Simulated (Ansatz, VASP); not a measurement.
# Al2O3 (Corundum): VASP beside Ansatz, part 2 of 2

Wanted: the spread between two codes on one cell, functional and k mesh. The cell is taken from a series of runs on this material, whose earlier steps may have relaxed, scaled, displaced or heated it; both programs get it as it stands.

VASP 6.6.1 and Ansatz 0.2.0.

So far: Set-up; VASP: zone-centre phonons, PBE with D3(BJ).

### Step 3. Ansatz: zone-centre phonons, PBE with D3(BJ)

Level of this step: Ansatz beside VASP: Kohn-Sham DFT, plane waves, PBE with D3(BJ) (Ansatz).

Ansatz runs on its PAW soft_1 files.

The same cell, functional and mesh now go to Ansatz, which takes its cutoff from its data sets.

The input, input.yaml:

```yaml
crystal:
  lattice:
    - [2.389482819, 1.3795685487, 4.3451897829]
    - [-2.389482819, 1.3795685487, 4.3451897829]
    - [0.0, -2.7591370975, 4.3451897829]
  atoms:
    - { symbol: Al, position: [0.3520740165, 0.3520740165, 0.3520740165] }
    - { symbol: Al, position: [0.1479259835, 0.1479259835, 0.1479259835] }
    - { symbol: Al, position: [0.6479259835, 0.6479259835, 0.6479259835] }
    - { symbol: Al, position: [0.8520740165, 0.8520740165, 0.8520740165] }
    - { symbol: O, position: [0.5563856018, 0.9436143982, 0.25] }
    - { symbol: O, position: [0.25, 0.5563856018, 0.9436143982] }
    - { symbol: O, position: [0.9436143982, 0.25, 0.5563856018] }
    - { symbol: O, position: [0.4436143982, 0.0563856018, 0.75] }
    - { symbol: O, position: [0.75, 0.4436143982, 0.0563856018] }
    - { symbol: O, position: [0.0563856018, 0.75, 0.4436143982] }
kpoints:
  mp_grid: { grid: [6, 6, 6] }
hamiltonian:
  xc: pbe
  dispersion: d3bj
  pseudopotentials: { kind: paw, azcp: { folder: soft_1 } }
scf:
  occupations: { method: fixed }
output:
  eigenvalues: true
phonons:
  method: dfpt
  dielectric: true
  rigid_motions: translations
```

Launch:

```bash
> ansatz run input.yaml --threads 4 --pin off --max-ram 8192MiB --backend cpu --events-out ev --progress --plain --runs-dir out
```

Numbers of over 12 decimals in the logs are rounded to 6 here.

Log:

```text
Engine: ansatz 0.2.0, x86_64-unknown-linux-gnu
Pseudopotentials: kind: paw
Pseudopotential: Al, paw, valence charge 3, recommended cutoff 420 eV (normal), soft_1/Al.paw.azcp
Pseudopotential: O, paw, valence charge 6, recommended cutoff 420 eV (normal), soft_1/O.paw.azcp
Functional definition: PBE
  parameter kappa = 0.804
  parameter beta = 0.066725
  exchange = pbe_x(kappa = kappa, mu = beta*pi^2/3)
  correlation = pbe_c(beta = beta)
Crystal: 10 atoms, lattice volume = 85.942 Å³
Basis set: ecut = 420 eV, 1665 PW (Γ), exchange–correlation on 72×72×72 points (8 copies of the dense FFT grid, shifted against one another)
Bands: 34, of which v1, the nominal top of the filled ones, is band 24 counted from 1 (23 counted from 0)
Symmetry: 12 space group operations
k-points: 112 of 216 (irreducible under 1 space group operation, time reversal used)
Non-local potential: Al, projectors of the file, l = 0: 2, l = 1: 2, l = 2: 1
Non-local potential: O, projectors of the file, l = 0: 2, l = 1: 2, l = 2: 1
PAW form: soft (Blöchl's): semilocal exchange-correlation on the pseudo side does not see the compensation charge
PAW one-centre angular grid: Al, 110 points (default); XC on 64 Gauss nodes
PAW one-centre angular grid: O, 110 points (default); XC on 64 Gauss nodes
Initial density: superposition of atomic densities (chi_scale 0.1, normalization cell, long waves kept (reshape's long-wave potential 0.00 eV rms))
Initial wavefunctions: pseudopotential atomic-orbital guess
Functional: x = pbe(κ = 0.804, μ = 0.219515), c = pbe(β = 0.066725)
SCF iter   1: F=—  HF=-5575.602142 eV  |F-HF|=—  |Δ(HF+E_count)|=         —  Δρ=1.30e-1  dr2=1.36e1  ethr=3.10e-3  ⟨swp⟩=5.0  Hψ=14394  notcnv=0  defer=763
preconditioner: auto → Resta (q_TF=auto, 2.476 Å⁻¹)  ε∞=3.3  [insulator: Δε(μ)=7.083 eV  Ē_g=18.384 eV  n_scr=20 (ndim 8)  ℏωp=27.8 eV  f_vac=0.000  ε∞_Penn≈3.3]
SCF iter   2: F=—  HF=-5572.067715 eV  |F-HF|=—  |Δ(HF+E_count)|=    3.53e0  Δρ=4.28e-2  dr2=7.67e-1  ethr=3.10e-3  ⟨swp⟩=2.8  Hψ=8201  notcnv=0  defer=823
SCF iter   3: F=—  HF=-5571.976976 eV  |F-HF|=—  |Δ(HF+E_count)|=   9.07e-2  Δρ=2.20e-2  dr2=2.35e-1  ethr=1.60e-3  ⟨swp⟩=1.9  Hψ=3558  notcnv=0  defer=883
SCF iter   4: F=—  HF=-5571.975143 eV  |F-HF|=—  |Δ(HF+E_count)|=   1.83e-3  Δρ=1.47e-3  dr2=9.60e-4  ethr=4.90e-4  ⟨swp⟩=3.0  Hψ=6235  notcnv=0  defer=887
SCF iter   5: F=—  HF=-5571.976598 eV  |F-HF|=—  |Δ(HF+E_count)|=   1.46e-3  Δρ=1.99e-4  dr2=4.10e-5  ethr=2.00e-6  ⟨swp⟩=2.0  Hψ=5867  notcnv=0  defer=896
SCF iter   6: F=—  HF=-5571.976653 eV  |F-HF|=—  |Δ(HF+E_count)|=   5.47e-5  Δρ=4.93e-5  dr2=2.31e-6  ethr=8.54e-8  ⟨swp⟩=2.0  Hψ=6050  notcnv=0  defer=877
SCF iter   7: F=—  HF=-5571.976654 eV  |F-HF|=—  |Δ(HF+E_count)|=   1.73e-6  Δρ=5.69e-6  dr2=1.83e-8  ethr=4.81e-9  ⟨swp⟩=2.0  Hψ=6401  notcnv=0  defer=579
SCF iter   8: F=—  HF=-5571.976654 eV  |F-HF|=—  |Δ(HF+E_count)|=   2.11e-8  Δρ=9.90e-7  dr2=7.33e-10  ethr=3.81e-11  ⟨swp⟩=2.3  Hψ=5827  notcnv=0  defer=579
SCF iter   9: F=-5571.976654 eV  HF=-5571.976654 eV  |F-HF|=1.00e-11  |Δ(HF+E_count)|=  6.15e-10  Δρ=1.55e-7  dr2=1.60e-11  ethr=1.00e-12  ⟨swp⟩=15.8  Hψ=27918  notcnv=0
SCF 1 converged in 9 iterations: F = -5571.976654 eV  dr2 = 1.60e-11
  greatest PAW one-centre occupation: 0.858 electrons in one spin orbital (limit 2), on the O atom at site 7 (counted from 0), in its partial waves of l = 0
NSCF: frozen V_eff on 6 k-points
DFPT response loops at Γ: preconditioner auto → none (the input reference at scf.mixing.eps_inf says where Resta's filter doesn't serve); β = 0.50; Broyden in place of MSR1
SCF converged after 9 iterations
Free energy (F): -5571.976654 eV
Harris-Foulkes:  -5571.976654 eV  (|F-HF|=1.00e-11)
Internal energy: -5571.976654 eV  (E = F + TS)
E sigma→0 (E₀):  -5571.976654 eV
Fermi energy:    7.570133 eV
--- Per-component energies (eV) ---
  E_band       = 60.003909
  E_kinetic    = 1140.368743
  E_local      = -1973.027605  (includes V_loc(G=0)·N_el)
  E_nonlocal   = 350.973744
  E_hartree    = 750.653605
  E_xc         = -591.918226
  E_vxc        = -680.682128  (∫ρ·V_xc dr)
  E_paw        = -2857.908001  (= ΣΔE_a)
  E_vpaw       = -278.940800  (= ΣTr[D̂ρ^β])
  E_aug_tail   = 0.004764  (compensation charges beyond the density's cutoff)
  E_ewald      = -2388.781877
  E_disp       = -2.341801  (pairwise vdW)
  E_smearing   = -0.000000  (= −TS)
  E_closure    = -0.000000  (closes the sum)
  Σ components = -5571.976654   (vs F -5571.976654, Δ=0.00e0)
--- Band table (eV; the first three rows and the last of 112) ---
  k-point 0: bands = [... 20 lower, 7.0838, 7.5266, 7.5266, 7.5701, 13.6549, 16.6420, 18.2050, 19.0315, ... 6 higher]
  k-point 1: bands = [... 20 lower, 6.8983, 7.2288, 7.4885, 7.5214, 14.2865, 17.1433, 17.7868, 18.6967, ... 6 higher]
  k-point 2: bands = [... 20 lower, 6.7389, 7.0313, 7.3455, 7.3896, 15.6016, 17.2908, 17.6451, 17.9824, ... 6 higher]
  k-point 111: bands = [... 20 lower, 7.1952, 7.1952, 7.1952, 7.1952, 16.1312, 16.1312, 18.6051, 18.6051, ... 6 higher]
--- Phonons (Γ-DFPT): 5 representative perturbations + reference, on 112 of 216 k-points (Σ response iterations 15) ---
  k mesh reduced under 1 symmetry operation, with k and −k counted as one. Each operation leaves every solved perturbation unchanged. A smaller set is not considered because the run solves the response to a homogeneous field
  ASR residual: 2.714e-5 → 0.000e0 eV/Å²; symmetrization residual: 3.294e-5 eV/Å²
  pairwise dispersion correction: d3bj (s6 = 1.0, s8 = 0.7875, a1 = 0.4289, a2_bohr = 4.4407), with the weights of each atom's references fixed at the reference crystal's, and the forces and stress that the weights' published response gives there kept as a pressure on the atom's counted neighbours (hamiltonian.dispersion)
  ASR residual per site (eV/Å²): 1.12e-5 1.12e-5 1.12e-5 1.12e-5 2.71e-5 2.12e-5 2.12e-5 2.71e-5 2.12e-5 2.12e-5
  Γ frequencies (cm⁻¹): 0.00 0.00 0.00 296.03 364.71 364.71 375.01 375.01 382.28 404.64 419.45 419.45 425.81 425.81 433.67 433.67 521.05 558.43 558.43 563.96 563.96 571.79 589.81 618.79 618.79 627.26 677.82 735.30 735.30 737.20
  ε∞ (high-frequency dielectric tensor):
        3.261766     0.000000    -0.000000
       -0.000000     3.261766     0.000000
        0.000000     0.000000     3.226954
  ε⁰ (static dielectric tensor: ions relaxed, cell fixed):
        9.696006    -0.000000    -0.000000
       -0.000000     9.696006    -0.000000
       -0.000000    -0.000000    11.894528
  ε⁰ − ε∞ (ionic part):
        6.434240    -0.000000    -0.000000
       -0.000000     6.434240    -0.000000
       -0.000000    -0.000000     8.667575
  softest optical mode at Γ: 296.03 cm⁻¹; the repairs (sum rule, projections) moved no ω² at Γ by more than (4.20 cm⁻¹)²
  Born effective charges Z* (e; rows j = field, columns β = displacement):
    site 0:
         2.98512   -0.03415   -0.00000
         0.03415    2.98512    0.00000
         0.00000    0.00000    2.95300
    site 1:
         2.98512    0.03415    0.00000
        -0.03415    2.98512    0.00000
        -0.00000    0.00000    2.95300
    site 2:
         2.98512   -0.03415   -0.00000
         0.03415    2.98512    0.00000
         0.00000    0.00000    2.95300
    site 3:
         2.98512    0.03415    0.00000
        -0.03415    2.98512    0.00000
        -0.00000    0.00000    2.95300
    site 4:
        -2.09099    0.00000   -0.00000
         0.00000   -1.88917    0.27214
        -0.00000    0.36685   -1.96867
    site 5:
[...]
site 6:
[...]
site 7:
[...]
site 8:
[...]
site 9:
[...]
Z* charge neutrality: 2.108e-5 e pre-enforcement
  k-mesh period / interband length: 28.7 Å / 1.26 Å = 22.74 at k = (0.0000, 0.0000, 0.0000), direct gap 6.085 eV — 14 or more, which is no proof of convergence
  optical modes at Γ without the LO–TO term, one row a degenerate level:
      ω (cm⁻¹)  modes    IR ((D/Å)²/amu)
[...]
optical modes at Γ + LO–TO along q̂ = [1.0000, 0.0000, 0.0000]:
      ω (cm⁻¹)  modes    IR ((D/Å)²/amu)
[...]
optical modes at Γ + LO–TO along q̂ = [0.0000, 1.0000, 0.0000]:
      ω (cm⁻¹)  modes    IR ((D/Å)²/amu)
[...]
optical modes at Γ + LO–TO along q̂ = [0.0000, 0.0000, 1.0000]:
      ω (cm⁻¹)  modes    IR ((D/Å)²/amu)
[...]
563.96      2             0.0000
        589.81      1             0.0000
        618.79      2             6.8160
        627.26      1             0.0000
        677.82      1             0.0000
        735.30      2             0.0000
        737.20      1             0.0000
        852.69      1            62.3389
```

### Step 4. Side by side

Known differences besides the potentials themselves: fixed occupations in Ansatz, narrow Gaussian smearing in VASP; the cutoff is 420 eV in Ansatz and 600 eV in VASP; Ansatz takes the dispersion share of the force constants at frozen C6 weights, VASP differentiates the full forces; VASP uses finite displacements, Ansatz perturbation theory. Total energies have different zeros and are not compared.

Compared:

| quantity | Ansatz | VASP | difference |
| --- | --- | --- | --- |
| optical mode 1 (cm⁻¹) | 296.0 | 297.6 | -0.52 % |
| optical mode 2 to 3 (cm⁻¹) | 364.7 | 365.7 | -0.27 % |
| optical mode 4 to 5 (cm⁻¹) | 375.0 | 375.5 | -0.13 % |
| optical mode 6 (cm⁻¹) | 382.3 | 383.4 | -0.30 % |
| optical mode 7 (cm⁻¹) | 404.6 | 406.0 | -0.33 % |
| optical mode 8 to 9 (cm⁻¹) | 419.4 | 420.9 | -0.34 % |
| optical mode 10 to 11 (cm⁻¹) | 425.8 | 427.2 | -0.32 % |
| optical mode 12 to 13 (cm⁻¹) | 433.7 | 434.9 | -0.28 % |
| optical mode 14 (cm⁻¹) | 521.0 | 522.4 | -0.27 % |
| optical mode 15 to 16 (cm⁻¹) | 558.4 | 560.2 | -0.31 % |
| optical mode 17 to 18 (cm⁻¹) | 564.0 | 563.9 | +0.02 % |
| optical mode 19 (cm⁻¹) | 571.8 | 573.7 | -0.34 % |
| optical mode 20 (cm⁻¹) | 589.8 | 589.4 | +0.06 % |
| optical mode 21 to 22 (cm⁻¹) | 618.8 | 620.8 | -0.32 % |
| optical mode 23 (cm⁻¹) | 627.3 | 628.9 | -0.26 % |
| optical mode 24 (cm⁻¹) | 677.8 | 678.2 | -0.06 % |
| optical mode 25 to 26 (cm⁻¹) | 735.3 | 737.7 | -0.32 % |
| optical mode 27 (cm⁻¹) | 737.2 | 738.3 | -0.15 % |

Modes are paired by rising frequency, not by their patterns, so a pair may set unlike modes beside each other; they are those without the splitting of longitudinal modes.

### Step 5. What came out

| Quantity | Value |
| --- | --- |
| r.m.s. difference of the optical zone-centre modes, each program's sorted by frequency (zone-centre phonons, PBE with D3(BJ)) | 1.4 cm⁻¹ |
| difference in optical mode 1 (zone-centre phonons, PBE with D3(BJ)) | -0.5 % |

What this shows: The r.m.s. difference of the optical zone-centre modes, each program's sorted by frequency is 1.4 cm⁻¹ (zone-centre phonons, PBE with D3(BJ)). Among the rows given in per cent, the largest difference of the zone-centre phonons, PBE with D3(BJ) pair is in optical mode 1, -0.5 %. Such differences can come from data sets, numerical settings and the points named under the comparisons, not from the functional's error against experiment.

[Lines on the potential files, build, host, timing and source positions are cut from VASP's logs without a mark.]

[Logs are printed without paths, hosts, clocks, repeated set-up lines and the standing remarks that a program may print on its own settings, such as how far it seeks lower states.]

[Hosts, paths, dates, database ids (printed as entryN), source tags and the programs' standing remarks are cut or masked in the printed files.]
